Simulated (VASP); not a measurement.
# ZrC: input slips in a relaxation and what they do

Aim: see how common mistakes in a VASP relaxation show up, on ZrC. The starting structure is a measured crystal structure from the Crystallography Open Database. The first relaxation on each setting starts from this cell expanded by 3 % in volume.

Program: VASP 6.6.1. Level of theory: Kohn-Sham DFT with plane waves and PAW; PBEsol. Results are calculated unless marked as measured.

## (1) Set-up

The structure is cubic, space group Fm-3m (No. 225). Conventional cell: a = 4.700 Å, b = 4.700 Å, c = 4.700 Å, α = 90.00°, β = 90.00°, γ = 90.00°. Nearest to Zr lie 6 C at 2.35 Å. Nearest to C lie 6 Zr at 2.35 Å. Farther neighbours are not listed.

## (2) Reference relaxation

This run starts from the cell of an earlier relaxation, which isn't shown; the restart sets up the plane waves anew.

File INCAR:

```
SYSTEM = ZrC
PREC = Accurate
ENCUT = 520
EDIFF = 1E-06
NELM = 100
ISMEAR = 0
SIGMA = 0.05
LREAL = .FALSE.
ALGO = Normal
GGA = PS
NBANDS = 14
LORBIT = 11
LWAVE = .FALSE.
LCHARG = .FALSE.
KPAR = 4
IBRION = 2
NSW = 50
ISIF = 3
EDIFFG = -0.006
```

File POSCAR:

```
ZrC
1.0
    0.0000000000      2.3359567969      2.3359567969
    2.3359567969      0.0000000000      2.3359567969
    2.3359567969      2.3359567969      0.0000000000
Zr C
1 1
Direct
    0.5000000000      0.5000000000      0.5000000000
    0.0000000000      0.0000000000      0.0000000000
```

File KPOINTS:

```
Automatic mesh
0
Gamma
12 12 12
0 0 0
```

Potentials, in the order of the species: Zr_sv and C (PBE family, release 64).

Run with:

```
$ mpirun -np 4 vasp_std
```

The log of the run:

```text
[banner, memory and clock lines left out]
running    4 mpi-ranks, on    1 nodes
 distrk:  each k-point on    1 cores,    4 groups
 distr:  one band on    1 cores,    1 groups

 POSCAR found type information on POSCAR ZrC
 POSCAR found :  2 types and       2 ions
|                                                                             |
|               ----> ADVICE to this user running VASP <----                  |
|                                                                             |
|     You enforced a specific xc type in the INCAR file but a different       |
|     [... a line on the potential file left out ...]
|     I HOPE YOU KNOW WHAT YOU ARE DOING!                                     |
|                                                                             |

 LDA part: xc-table for (Slater+PW92), standard interpolation
 POSCAR, INCAR and KPOINTS ok, starting setup
 FFT: planning ... GRIDC
 FFT: planning ... GRID_SOFT
 FFT: planning ... GRID
 WAVECAR not read
 entering main loop
       N       E                     dE             d eps       ncg     rms          rms(c)
DAV:   1     0.101578042721E+03    0.10158E+03   -0.86412E+03  2024   0.115E+03
DAV:   2    -0.174444853753E+02   -0.11902E+03   -0.11178E+03  2544   0.304E+02
DAV:   3    -0.235414111624E+02   -0.60969E+01   -0.60536E+01  3252   0.601E+01
DAV:   4    -0.237810068970E+02   -0.23960E+00   -0.23947E+00  2520   0.698E+00
DAV:   5    -0.237830838136E+02   -0.20769E-02   -0.20769E-02  2682   0.744E-01    0.216E+01
DAV:   6    -0.207101839766E+02    0.30729E+01   -0.70696E+00  2414   0.233E+01    0.807E+00
DAV:   7    -0.205947042875E+02    0.11548E+00   -0.43820E-01  2298   0.569E+00    0.663E+00
DAV:   8    -0.205918001276E+02    0.29042E-02   -0.25185E-01  2352   0.398E+00    0.389E+00
DAV:   9    -0.205711267294E+02    0.20673E-01   -0.58582E-02  2256   0.173E+00    0.381E-01
DAV:  10    -0.205714991562E+02   -0.37243E-03   -0.19767E-03  2844   0.484E-01    0.459E-01
DAV:  11    -0.205712854862E+02    0.21367E-03   -0.75642E-04  2202   0.234E-01    0.489E-02
DAV:  12    -0.205712826053E+02    0.28810E-05   -0.16161E-05  2752   0.284E-02    0.123E-02
DAV:  13    -0.205712821843E+02    0.42099E-06   -0.15656E-06  2126   0.901E-03
   1 F= -.20571282E+02 E0= -.20570871E+02  d E =-.205713E+02
 curvature:   0.00 expect dE= 0.000E+00 dE for cont linesearch  0.000E+00
 trial: gam= 0.00000 g(F)=  0.989E-64 g(S)=  0.511E-06 ort = 0.000E+00 (trialstep = 0.100E+01)
 search vector abs. value=  0.511E-06
 reached required accuracy - stopping structural energy minimisation
```

Elapsed: 6.8 s, on 4 MPI ranks of AMD EPYC 9R14 (Zen 4), shared host; peak memory 0.57 GiB.

The logs omit lines about the potential files and the build; timing stands in the text.

OUTCAR, selected parts (step 2):

```text
ion  position               nearest neighbor table
   1  0.500  0.500  0.500-   2 2.34   2 2.34   2 2.34   2 2.34   2 2.34   2 2.34
   2  0.000  0.000  0.000-   1 2.34   1 2.34   1 2.34   1 2.34   1 2.34   1 2.34

  LATTYP: Found a face centered cubic cell.
 ALAT       =     4.6719135938

 Subroutine GETGRP returns: Found 48 space group operations
 (whereof 48 operations were pure point group operations)

The static configuration has the point symmetry O_h .

 Found     72 irreducible k-points:

   k-points           NKPTS =     72   k-points in BZ     NKDIM =     72   number of bands    NBANDS=     14

   dimension x,y,z NGX =    28 NGY =   28 NGZ =   28
   dimension x,y,z NGXF=    56 NGYF=   56 NGZF=   56

   ENCUT  =  520.0 eV  38.22 Ry    6.18 a.u.   6.14  6.14  6.14*2*pi/ulx,y,z

   NELECT =      16.0000    total number of electrons

 k-points in reciprocal lattice and weights: Automatic mesh
   0.00000000  0.00000000  0.00000000       0.001
   0.08333333  0.00000000  0.00000000       0.005
   0.16666667  0.00000000  0.00000000       0.005
   0.25000000  0.00000000  0.00000000       0.005
   0.33333333  0.00000000  0.00000000       0.005
   0.41666667  0.00000000  0.00000000       0.005
   0.50000000  0.00000000  0.00000000       0.002
   0.08333333  0.08333333  0.00000000       0.003
   0.16666667  0.08333333  0.00000000       0.014
[...]
-0.33333333  0.50000000  0.16666667       0.007
  -0.25000000  0.50000000  0.25000000       0.003

 average (electrostatic) potential at core
       1 -72.7410       2 -44.0429

 E-fermi :   9.7777

 k-point     1 :       0.0000    0.0000    0.0000
  band No.  band energies     occupation
      1     -38.2012      2.00000
      2     -15.9296      2.00000
      3     -15.9296      2.00000
      4     -15.9296      2.00000
      5      -1.6410      2.00000
      6      10.6606      0.00000
      7      10.6606      0.00000
      8      10.6606      0.00000
      9      10.7647      0.00000
     10      10.7647      0.00000
    ...

 k-point     2 :       0.0833    0.0000    0.0000
  band No.  band energies     occupation
    ...
      2     -15.9970      2.00000
      3     -15.9354      2.00000
      4     -15.9354      2.00000
      5      -1.4766      2.00000
      6       9.5717      2.00000
      7       9.8336      0.11382
      8       9.8336      0.11382
      9      11.0764      0.00000
     10      11.0764      0.00000
     11      11.4987      0.00000
    ...

 k-point     3 :       0.1667    0.0000    0.0000
  band No.  band energies     occupation
    ...
      4     -15.9512      2.00000
      5      -1.0136      2.00000
      6       8.2454      2.00000
      7       8.7865      2.00000
      8       8.7865      2.00000
      9      11.5595      0.00000
     10      11.5595      0.00000
     11      12.0068      0.00000
     12      14.9580      0.00000
     13      14.9580      0.00000
    ...

  Total       -0.0026573     -0.0026573     -0.0026573      0.0000000      0.0000000      0.0000000
  in kB       -0.1670031     -0.1670031     -0.1670031      0.0000000      0.0000000      0.0000000
  external PRESSURE =      -0.1670031 kB  Pullay stress =       0.0000000 kB

  energy-cutoff  :      520.00
  volume of cell :       25.49
      direct lattice vectors                 reciprocal lattice vectors
     0.000000000  2.335956797  2.335956797    -0.214045055  0.214045055  0.214045055
     2.335956797  0.000000000  2.335956797     0.214045055 -0.214045055  0.214045055
     2.335956797  2.335956797  0.000000000     0.214045055  0.214045055 -0.214045055

 POSITION                                       TOTAL-FORCE (eV/Angst)
 -----------------------------------------------------------------------------------
      2.33596      2.33596      2.33596         0.000000     -0.000000      0.000000
      0.00000      0.00000      0.00000        -0.000000      0.000000     -0.000000
 -----------------------------------------------------------------------------------
    total drift:                                0.000000      0.000000      0.000000

  FREE ENERGIE OF THE ION-ELECTRON SYSTEM (eV)
  ---------------------------------------------------
  free  energy   TOTEN  =       -20.5712821843 eV

  energy  without entropy=      -20.5704592201  energy(sigma->0) =      -20.57087070

 reached required accuracy - stopping structural energy minimisation

 total charge
# of ion       s       p       d       tot
------------------------------------------
    1        2.180   6.045   1.664   9.889
    2        0.883   1.471   0.000   2.353
--------------------------------------------------
tot          3.063   7.516   1.664  12.242

[... 3 further parts left out ...]
```

The PAW data sets were made with PBE, which is usual practice but a small mismatch for other functionals. The run keeps the 48 symmetry operations of its start, so it cannot find a distortion of lower symmetry.

The reference relaxation ends at 12.747 Å³ an atom.

## (3) Relaxation with a loose electronic threshold

A slip made on purpose: a loose electronic threshold. Against step 2 the input has EDIFF = 0.01 (also changed: NELM and NSW).

INCAR, as its differences from that of step 2:

```diff
@@ -3,4 +3,4 @@
 ENCUT = 520
-EDIFF = 1E-06
-NELM = 100
+EDIFF = 0.01
+NELM = 60
 ISMEAR = 0
@@ -16,3 +16,3 @@
 IBRION = 2
-NSW = 50
+NSW = 30
 ISIF = 3
```

File POSCAR:

```
ZrC
1.0
    0.0000000000      2.3734819293      2.3734819293
    2.3734819293      0.0000000000      2.3734819293
    2.3734819293      2.3734819293      0.0000000000
Zr C
1 1
Direct
    0.5000000000      0.5000000000      0.5000000000
    0.0000000000      0.0000000000      0.0000000000
```

KPOINTS is that of step 2.

Run with:

```
$ mpirun -np 4 vasp_std
```

The log of the run:

```text
[banner, memory and clock lines left out]
running    4 mpi-ranks, on    1 nodes
[...]
[... a notice as in an earlier step ...]

 LDA part: xc-table for (Slater+PW92), standard interpolation
 POSCAR, INCAR and KPOINTS ok, starting setup
[...]
entering main loop
       N       E                     dE             d eps       ncg     rms          rms(c)
DAV:   1     0.988895233091E+02    0.98890E+02   -0.86619E+03  2016   0.115E+03
DAV:   2    -0.171997478729E+02   -0.11609E+03   -0.10887E+03  2550   0.300E+02
DAV:   3    -0.236091641464E+02   -0.64094E+01   -0.63519E+01  3366   0.598E+01
DAV:   4    -0.238016512698E+02   -0.19249E+00   -0.19242E+00  2410   0.659E+00
[...]
DAV:   8    -0.205537433182E+02    0.62733E-02   -0.29657E-01  2346   0.430E+00    0.376E+00
DAV:   9    -0.205304961354E+02    0.23247E-01   -0.72365E-02  2256   0.195E+00    0.451E-01
DAV:  10    -0.205307582580E+02   -0.26212E-03   -0.16419E-03  2394   0.442E-01
   1 F= -.20530758E+02 E0= -.20530408E+02  d E =-.205308E+02
[... from here on, the cycles between the ionic steps are left out ...]
   2 F= -.20400335E+02 E0= -.20399899E+02  d E =0.130423E+00
   3 F= -.20564645E+02 E0= -.20564225E+02  d E =-.338871E-01
   5 F= -.20570262E+02 E0= -.20569853E+02  d E =-.395042E-01
   7 F= -.20571877E+02 E0= -.20571468E+02  d E =-.411183E-01
   9 F= -.20572085E+02 E0= -.20571676E+02  d E =-.112693E-03
  11 F= -.20571648E+02 E0= -.20571241E+02  d E =0.275861E-03
  13 F= -.20571770E+02 E0= -.20571361E+02  d E =0.154286E-03
  15 F= -.20571784E+02 E0= -.20571376E+02  d E =0.139684E-03
  17 F= -.20571788E+02 E0= -.20571379E+02  d E =0.136296E-03
  19 F= -.20571789E+02 E0= -.20571380E+02  d E =0.135465E-03
  21 F= -.20571789E+02 E0= -.20571380E+02  d E =0.135263E-03
  23 F= -.20571789E+02 E0= -.20571380E+02  d E =0.135214E-03
  25 F= -.20571789E+02 E0= -.20571380E+02  d E =0.135203E-03
  27 F= -.20571789E+02 E0= -.20571380E+02  d E =0.135199E-03
  29 F= -.20571810E+02 E0= -.20571401E+02  d E =-.207245E-04
  30 F= -.20571870E+02 E0= -.20571460E+02  d E =-.807642E-04
[...]
opt :   0.1118  next Energy=   -20.572003 (dE=-0.214E-03)
```

Wall time 40 s (4 MPI ranks); peak memory 0.63 GiB.

From OUTCAR (step 3):

```text
  Total        0.1676706      0.1676706      0.1676706     -0.0000000     -0.0000000      0.0000000
  in kB       10.5785536     10.5785536     10.5785536     -0.0000000     -0.0000000      0.0000000
  external PRESSURE =      10.5785536 kB  Pullay stress =       0.0000000 kB

 POSITION                                       TOTAL-FORCE (eV/Angst)
 -----------------------------------------------------------------------------------
      2.33294      2.33294      2.33294        -0.000000     -0.000000     -0.000000
      2.33294     -0.00000      2.33294         0.000000      0.000000      0.000000
 -----------------------------------------------------------------------------------
    total drift:                                0.000000      0.000000      0.000000

  FREE ENERGIE OF THE ION-ELECTRON SYSTEM (eV)
  ---------------------------------------------------
  free  energy   TOTEN  =       -20.5718697171 eV

  energy  without entropy=      -20.5710499975  energy(sigma->0) =      -20.57145986

[... 1 part as in an earlier step ...]

[... 2 further parts left out ...]
[key lines of the parts left out:]
E-fermi :   9.8214
```

Logs of long relaxations may skip ionic steps without a mark.

The relaxation used up its 30 ionic steps (NSW) before forces and stress met EDIFFG.

## (4) Relaxation with the cell held fixed (ISIF = 2)

A slip made on purpose: the cell held fixed (ISIF = 2). Against step 2 the input has ISIF = 2 (also changed: NELM).

INCAR, as its differences from that of step 3:

```diff
@@ -3,3 +3,3 @@
 ENCUT = 520
-EDIFF = 0.01
+EDIFF = 1E-06
 NELM = 60
@@ -16,4 +16,4 @@
 IBRION = 2
-NSW = 30
-ISIF = 3
+NSW = 50
+ISIF = 2
 EDIFFG = -0.006
```

POSCAR is that of step 3.

KPOINTS is that of step 3.

Run with:

```
$ mpirun -np 4 vasp_std
```

The log of the run:

```text
[... set-up lines as in an earlier step ...]
 entering main loop
       N       E                     dE             d eps       ncg     rms          rms(c)
[... 9 cycles as in an earlier step ...]
DAV:  10    -0.205307598722E+02   -0.26374E-03   -0.16580E-03  2818   0.442E-01    0.356E-01
DAV:  11    -0.205305826807E+02    0.17719E-03   -0.70631E-04  2220   0.215E-01    0.490E-02
DAV:  12    -0.205305789052E+02    0.37755E-05   -0.15160E-05  2692   0.271E-02    0.103E-02
DAV:  13    -0.205305785918E+02    0.31338E-06   -0.90936E-07  1772   0.720E-03
   1 F= -.20530579E+02 E0= -.20530234E+02  d E =-.205306E+02
[...]
reached required accuracy - stopping structural energy minimisation
```

The job ended after 6.8 s (4 MPI ranks; peak memory 0.58 GiB; 24 s of CPU time).

From OUTCAR (step 4):

```text
  Total       -1.7064814     -1.7064814     -1.7064814     -0.0000000     -0.0000000     -0.0000000
  in kB     -102.2408268   -102.2408268   -102.2408268     -0.0000000     -0.0000000     -0.0000000
  external PRESSURE =    -102.2408268 kB  Pullay stress =       0.0000000 kB

 POSITION                                       TOTAL-FORCE (eV/Angst)
 -----------------------------------------------------------------------------------
      2.37348      2.37348      2.37348        -0.000000      0.000000      0.000000
      0.00000      0.00000      0.00000         0.000000     -0.000000     -0.000000
 -----------------------------------------------------------------------------------
    total drift:                                0.000000      0.000000      0.000000

  FREE ENERGIE OF THE ION-ELECTRON SYSTEM (eV)
  ---------------------------------------------------
  free  energy   TOTEN  =       -20.5305785918 eV

  energy  without entropy=      -20.5298886478  energy(sigma->0) =      -20.53023362

[... 2 parts as in an earlier step ...]

[... 2 further parts left out ...]
[key lines of the parts left out:]
E-fermi :   9.2308
```

With the cell held fixed (ISIF = 2) the cell ends at 13.371 Å³ an atom, +4.90 % from the reference.

[end of part 1 of 2]

[Lines on the potential files, build, host, timing and source positions are cut from VASP's logs without a mark.]

[Logs are printed without paths, hosts, clocks, repeated set-up lines and the standing remarks that a program may print on its own settings, such as how far it seeks lower states.]

[Hosts, paths, dates, database ids (printed as entryN), source tags and the programs' standing remarks are cut or masked in the printed files.]
